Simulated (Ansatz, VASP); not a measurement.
# Cross-check of SnTe between VASP and Ansatz, part 2 of 2

One calculation is typed for both programs; each brings its own data sets and cutoff. How far apart do they land?

VASP 6.6.1 and Ansatz 0.2.0.

So far: The structure; Ansatz: relaxation of cell and atoms, r2SCAN with rVV10.

The database entry behind the starting cell differs from later determinations by our own check (about 0.3 % short), so it need not match the best structure at ambient conditions.

**3. VASP: relaxation of cell and atoms, r2SCAN with rVV10**

Level of this step: r2SCAN with rVV10; plane waves and PAW (Sn_d, Te) (VASP).

The same cell, functional, mesh and smearing now go to VASP, with its own data sets and cutoff.

Lines of VASP's logs that name or quote its potential files are left out, and so is its time.

INCAR reads:

```
SYSTEM = SnTe
PREC = Accurate
ENCUT = 520
EDIFF = 1E-06
NELM = 100
ISMEAR = -1
SIGMA = 0.05
LREAL = .FALSE.
ALGO = Normal
METAGGA = R2SCAN
LUSE_VDW = .TRUE.
IVDW_NL = 2
BPARAM = 11.95
CPARAM = 0.0093
LASPH = .TRUE.
NBANDS = 16
LORBIT = 11
LWAVE = .FALSE.
LCHARG = .FALSE.
KPAR = 2
IBRION = 2
NSW = 60
ISIF = 3
EDIFFG = -0.01
```

POSCAR reads:

```
SnTe
1.0
    0.0000000000      3.1508500000      3.1508500000
    3.1508500000      0.0000000000      3.1508500000
    3.1508500000      3.1508500000      0.0000000000
Sn Te
1 1
Direct
    0.0000000000      0.0000000000      0.0000000000
    0.5000000000      0.5000000000      0.5000000000
```

KPOINTS reads:

```
Automatic mesh
0
Gamma
5 5 5
0 0 0
```

Potentials, in the order of the species: Sn_d and Te (PBE family, release 64).

Run with:

```sh
mpirun -np 2 vasp_std
```

Numbers of over 12 decimals in the logs are rounded to 6 here.

The program printed:

```text
[banner, memory and clock lines left out]
running    2 mpi-ranks, on    1 nodes
 distrk:  each k-point on    1 cores,    2 groups
 distr:  one band on    1 cores,    1 groups

 POSCAR found type information on POSCAR SnTe
 POSCAR found :  2 types and       2 ions
|                                                                             |
|               ----> ADVICE to this user running VASP <----                  |
|                                                                             |
|     You have switched on vdW-DFT.                                           |
|     This routine was written and supplied by Jiri Klimes. We recommend      |
|     that you carefully read and cite the following publications:            |
|       J. Klimes, D.R. Bowler, A. Michelides                                 |
|          J. Phys.: Cond Matt. 22 022201 (2010)                              |
|       J. Klimes, D.R. Bowler, A. Michelides                                 |
|          Phys. Rev. B. 83, 195131 (2011)                                    |
|     and references therein.                                                 |
|                                                                             |

|                                                                             |
|               ----> ADVICE to this user running VASP <----                  |
|                                                                             |
|     You enforced a specific xc type in the INCAR file but a different       |
|     [... a line on the potential file left out ...]
|     I HOPE YOU KNOW WHAT YOU ARE DOING!                                     |
|                                                                             |

 LDA part: xc-table for (None), standard interpolation
 POSCAR, INCAR and KPOINTS ok, starting setup
 FFT: planning ... GRIDC
 FFT: planning ... GRID_SOFT
 FFT: planning ... GRID
 WAVECAR not read
 entering main loop
       N       E                     dE             d eps       ncg     rms          rms(c)
Total rVV10 correction in eV:      0.5201900    23.9347915
Total rVV10 correction in eV:      0.5201900    23.9347915
DAV:   1     0.813496809015E+02    0.81350E+02   -0.98932E+03   320   0.146E+03
DAV:   2    -0.428090946919E+02   -0.12416E+03   -0.12131E+03   360   0.371E+02
DAV:   3    -0.529759576996E+02   -0.10167E+02   -0.10144E+02   392   0.900E+01
DAV:   4    -0.532313149474E+02   -0.25536E+00   -0.25532E+00   400   0.159E+01
DAV:   5    -0.532427127508E+02   -0.11398E-01   -0.11398E-01   448   0.301E+00    0.497E+00
Total rVV10 correction in eV:      0.5215184    23.9347914
Total rVV10 correction in eV:      0.5215184    23.9347914
DAV:   6    -0.501430179975E+02    0.30997E+01   -0.69608E-01   416   0.124E+01    0.354E+00
Total rVV10 correction in eV:      0.5269235    23.9347914
Total rVV10 correction in eV:      0.5269235    23.9347914
DAV:   7    -0.501424014481E+02    0.61655E-03   -0.88813E-02   376   0.215E+00    0.102E+00
Total rVV10 correction in eV:      0.5279504    23.9347914
Total rVV10 correction in eV:      0.5279504    23.9347914
DAV:   8    -0.501448573271E+02   -0.24559E-02   -0.62667E-03   392   0.633E-01    0.429E-01
Total rVV10 correction in eV:      0.5280489    23.9347914
Total rVV10 correction in eV:      0.5280489    23.9347914
DAV:   9    -0.501448355446E+02    0.21783E-04   -0.14413E-03   352   0.189E-01    0.166E-01
Total rVV10 correction in eV:      0.5282475    23.9347914
Total rVV10 correction in eV:      0.5282475    23.9347914
DAV:  10    -0.501448994288E+02   -0.63884E-04   -0.14562E-04   400   0.108E-01    0.448E-02
Total rVV10 correction in eV:      0.5284129    23.9347914
Total rVV10 correction in eV:      0.5284129    23.9347914
DAV:  11    -0.501449139277E+02   -0.14499E-04   -0.29150E-05   400   0.451E-02    0.229E-02
Total rVV10 correction in eV:      0.5284302    23.9347914
Total rVV10 correction in eV:      0.5284302    23.9347914
DAV:  12    -0.501449143559E+02   -0.42813E-06   -0.27476E-06   376   0.251E-02
Total rVV10 correction in eV:      0.5284439    23.9347914
Total rVV10 correction in eV:      0.5284439    23.9347914
Total rVV10 correction in eV:      0.5284465    23.9347914
Total rVV10 correction in eV:      0.5284465    23.9347914
   1 F= -.50144914E+02 E0= -.50144892E+02  d E =-.501449E+02
 curvature:   0.00 expect dE= 0.000E+00 dE for cont linesearch  0.000E+00
 trial: gam= 0.00000 g(F)=  0.486E-60 g(S)=  0.798E-02 ort = 0.000E+00 (trialstep = 0.100E+01)
 search vector abs. value=  0.798E-02
 bond charge predicted
       N       E                     dE             d eps       ncg     rms          rms(c)
Total rVV10 correction in eV:      0.5280842    23.9347914
Total rVV10 correction in eV:      0.5280842    23.9347914
DAV:   1    -0.502342706326E+02   -0.89357E-01   -0.20338E+00   400   0.220E+01    0.176E+00
Total rVV10 correction in eV:      0.5317274    23.9347917
Total rVV10 correction in eV:      0.5317274    23.9347917
DAV:   2    -0.501655173750E+02    0.68753E-01   -0.11872E-01   400   0.513E+00    0.757E-01
Total rVV10 correction in eV:      0.5344968    23.9347917
Total rVV10 correction in eV:      0.5344968    23.9347917
DAV:   3    -0.501480633285E+02    0.17454E-01   -0.51766E-02   400   0.335E+00    0.152E-01
Total rVV10 correction in eV:      0.5347821    23.9347917
Total rVV10 correction in eV:      0.5347821    23.9347917
DAV:   4    -0.501476320784E+02    0.43125E-03   -0.16689E-03   328   0.392E-01    0.764E-02
Total rVV10 correction in eV:      0.5350927    23.9347917
Total rVV10 correction in eV:      0.5350927    23.9347917
DAV:   5    -0.501474623342E+02    0.16974E-03   -0.22606E-04   432   0.132E-01    0.413E-02
Total rVV10 correction in eV:      0.5352914    23.9347917
Total rVV10 correction in eV:      0.5352914    23.9347917
DAV:   6    -0.501474475584E+02    0.14776E-04   -0.44349E-05   360   0.555E-02    0.135E-02
Total rVV10 correction in eV:      0.5353348    23.9347917
Total rVV10 correction in eV:      0.5353348    23.9347917
DAV:   7    -0.501474484134E+02   -0.85496E-06   -0.31292E-06   368   0.198E-02
Total rVV10 correction in eV:      0.5353705    23.9347917
Total rVV10 correction in eV:      0.5353705    23.9347917
Total rVV10 correction in eV:      0.5353576    23.9347917
Total rVV10 correction in eV:      0.5353576    23.9347917
   2 F= -.50147448E+02 E0= -.50147435E+02  d E =-.253406E-02
 trial-energy change:   -0.002534  1 .order   -0.002673   -0.007980    0.002634
 step:   0.7366(harm=  0.7519)  dis= 0.00000  next Energy=   -50.147798 (dE=-0.288E-02)
 bond charge predicted
       N       E                     dE             d eps       ncg     rms          rms(c)
Total rVV10 correction in eV:      0.5354585    23.9347917
Total rVV10 correction in eV:      0.5354585    23.9347917
DAV:   1    -0.501538251044E+02   -0.63775E-02   -0.13690E-01   400   0.548E+00    0.465E-01
Total rVV10 correction in eV:      0.5344852    23.9347916
Total rVV10 correction in eV:      0.5344852    23.9347916
DAV:   2    -0.501490122426E+02    0.48129E-02   -0.83619E-03   400   0.137E+00    0.200E-01
Total rVV10 correction in eV:      0.5337618    23.9347916
Total rVV10 correction in eV:      0.5337618    23.9347916
DAV:   3    -0.501478249181E+02    0.11873E-02   -0.34783E-03   408   0.875E-01    0.391E-02
Total rVV10 correction in eV:      0.5336841    23.9347916
Total rVV10 correction in eV:      0.5336841    23.9347916
DAV:   4    -0.501478013478E+02    0.23570E-04   -0.11246E-04   336   0.102E-01    0.199E-02
Total rVV10 correction in eV:      0.5336104    23.9347916
Total rVV10 correction in eV:      0.5336104    23.9347916
DAV:   5    -0.501477981068E+02    0.32410E-05   -0.14350E-05   432   0.326E-02    0.114E-02
Total rVV10 correction in eV:      0.5335567    23.9347916
Total rVV10 correction in eV:      0.5335567    23.9347916
DAV:   6    -0.501477996268E+02   -0.15200E-05   -0.32506E-06   360   0.145E-02    0.303E-03
Total rVV10 correction in eV:      0.5335480    23.9347916
Total rVV10 correction in eV:      0.5335480    23.9347916
DAV:   7    -0.501477991575E+02    0.46930E-06   -0.17647E-07   184   0.480E-03
Total rVV10 correction in eV:      0.5335385    23.9347916
Total rVV10 correction in eV:      0.5335385    23.9347916
Total rVV10 correction in eV:      0.5335423    23.9347916
Total rVV10 correction in eV:      0.5335423    23.9347916
   3 F= -.50147799E+02 E0= -.50147784E+02  d E =-.288480E-02
 curvature:  -0.37 expect dE=-0.246E-06 dE for cont linesearch -0.246E-06
 trial: gam=-0.00900 g(F)=  0.216E-60 g(S)=  0.658E-06 ort = 0.725E-04 (trialstep = 0.947E+00)
 search vector abs. value=  0.154E-09
 reached required accuracy - stopping structural energy minimisation
```

Parts of OUTCAR (step 3):

```text
ion  position               nearest neighbor table
   1  0.000  0.000  0.000-   2 3.15   2 3.15   2 3.15   2 3.15   2 3.15   2 3.15
   2  0.500  0.500  0.500-   1 3.15   1 3.15   1 3.15   1 3.15   1 3.15   1 3.15

  LATTYP: Found a face centered cubic cell.
 ALAT       =     6.3017000000

 Subroutine GETGRP returns: Found 48 space group operations
 (whereof 48 operations were pure point group operations)

The static configuration has the point symmetry O_h .

 Found     10 irreducible k-points:

   k-points           NKPTS =     10   k-points in BZ     NKDIM =     10   number of bands    NBANDS=     16

   dimension x,y,z NGX =    36 NGY =   36 NGZ =   36
   dimension x,y,z NGXF=    72 NGYF=   72 NGZF=   72

   ENCUT  =  520.0 eV  38.22 Ry    6.18 a.u.   8.29  8.29  8.29*2*pi/ulx,y,z

   NELECT =      20.0000    total number of electrons

 k-points in reciprocal lattice and weights: Automatic mesh
   0.00000000  0.00000000  0.00000000       0.008
   0.20000000  0.00000000  0.00000000       0.064
   0.40000000  0.00000000  0.00000000       0.064
   0.20000000  0.20000000  0.00000000       0.048
   0.40000000  0.20000000  0.00000000       0.192
  -0.40000000  0.20000000  0.00000000       0.192
  -0.20000000  0.20000000  0.00000000       0.096
   0.40000000  0.40000000  0.00000000       0.048
  -0.40000000  0.40000000  0.00000000       0.096
  -0.40000000  0.40000000  0.20000000       0.192

 average (electrostatic) potential at core
       1-106.4133       2 -92.9613

 E-fermi :   6.8380

 k-point     1 :       0.0000    0.0000    0.0000
  band No.  band energies     occupation
    ...
      6      -6.5896      2.00000
      7       1.9741      2.00000
      8       4.3434      2.00000
      9       4.3434      2.00000
     10       4.3434      2.00000
     11      10.1729      0.00000
     12      10.1729      0.00000
     13      10.1729      0.00000
     14      11.7444      0.00000
     15      11.7444      0.00000
    ...

 k-point     2 :       0.2000    0.0000    0.0000
  band No.  band energies     occupation
    ...
      6      -6.2498      2.00000
      7       0.3627      2.00000
      8       4.4175      2.00000
      9       4.4175      2.00000
     10       5.4378      2.00000
     11       8.7682      0.00000
     12       8.7682      0.00000
     13       8.9011      0.00000
     14      11.8549      0.00000
     15      12.5546      0.00000
    ...

 k-point     3 :       0.4000    0.0000    0.0000
  band No.  band energies     occupation
    ...
      6      -5.4657      2.00000
      7      -1.5801      2.00000
      8       4.6434      2.00000
      9       4.6434      2.00000
     10       6.4082      1.99963
     11       7.3054      0.00017
     12       7.3054      0.00017
     13       7.3921      0.00003
     14      13.7208      0.00000
     15      14.7355      0.00000
    ...

  Total        0.0030156      0.0030156      0.0030156      0.0000000      0.0000000      0.0000000
  in kB        0.0758775      0.0758775      0.0758775      0.0000000      0.0000000      0.0000000
  external PRESSURE =       0.0758775 kB  Pullay stress =       0.0000000 kB

  energy-cutoff  :      520.00
  volume of cell :       63.68
      direct lattice vectors                 reciprocal lattice vectors
     0.000000000  3.169441054  3.169441054    -0.157756523  0.157756523  0.157756523
     3.169441054  0.000000000  3.169441054     0.157756523 -0.157756523  0.157756523
     3.169441054  3.169441054  0.000000000     0.157756523  0.157756523 -0.157756523

 POSITION                                       TOTAL-FORCE (eV/Angst)
 -----------------------------------------------------------------------------------
      0.00000      0.00000      0.00000         0.000000     -0.000000      0.000000
      3.16944      3.16944      3.16944        -0.000000      0.000000     -0.000000
 -----------------------------------------------------------------------------------
    total drift:                               -0.000000      0.000000      0.000000

  FREE ENERGIE OF THE ION-ELECTRON SYSTEM (eV)
  ---------------------------------------------------
  free  energy   TOTEN  =       -50.1477991575 eV

  energy  without entropy=      -50.1477681557  energy(sigma->0) =      -50.14778366

 reached required accuracy - stopping structural energy minimisation

 total charge
# of ion       s       p       d       tot
------------------------------------------
    1        1.343   0.742   9.980  12.066
    2        1.387   1.994   0.029   3.409
--------------------------------------------------
tot          2.730   2.736  10.010  15.475

[... 3 further parts left out ...]
```

CONTCAR:

```
SnTe
   1.00000000000000
     0.0000000000000000    3.1694410536549089    3.1694410536549089
     3.1694410536549089    0.0000000000000000    3.1694410536549089
     3.1694410536549089    3.1694410536549089    0.0000000000000000
  Sn              Te
     1     1
Direct
     0.0000000000000000    0.0000000000000000    0.0000000000000000
     0.5000000000000000    0.5000000000000000    0.5000000000000000
```

**4. Differences**

Known differences besides the potentials themselves: VASP keeps PBE cores, Ansatz makes them for the functional; both relaxations stop at a tolerance, which leaves soft axes loose, and VASP keeps its plane-wave basis; the data sets hold 30 valence electrons in Ansatz (default PAW (the set named soft_2) files) and 20 in VASP; the cutoff is 500 eV in Ansatz and 520 eV in VASP; Ansatz adds a Pulay correction to the stress that steers its cell, VASP none. Total energies have different zeros and are not compared.

The two programs side by side:

```tsv
quantity	Ansatz	VASP	difference
volume (Å³)	63.48	63.68	-0.30 %
edge a after relaxation, in the typed setting (Å)	4.478	4.482	-0.10 %
```

The walks stopped with 0.00 GPa left in Ansatz and 0.01 GPa in VASP; each walk ends within a tolerance, so the volume difference is uncertain by about these residues over the bulk modulus, most in soft cells.

**5. Results**

| Quantity | Value |
| --- | --- |
| difference in volume (relaxation of cell and atoms, r2SCAN with rVV10) | -0.30 % |

The difference in volume is -0.30 % (relaxation of cell and atoms, r2SCAN with rVV10), within the 1.2 % picked in this series as the mark of a large difference, as far as the stopping tolerances let one tell. How closely two codes agree says nothing of how well the functional describes the real material.

[Lines on the potential files, build, host, timing and source positions are cut from VASP's logs without a mark.]

[Logs are printed without paths, hosts, clocks, repeated set-up lines and the standing remarks that a program may print on its own settings, such as how far it seeks lower states.]

[Hosts, paths, dates, database ids (printed as entryN), source tags and the programs' standing remarks are cut or masked in the printed files.]
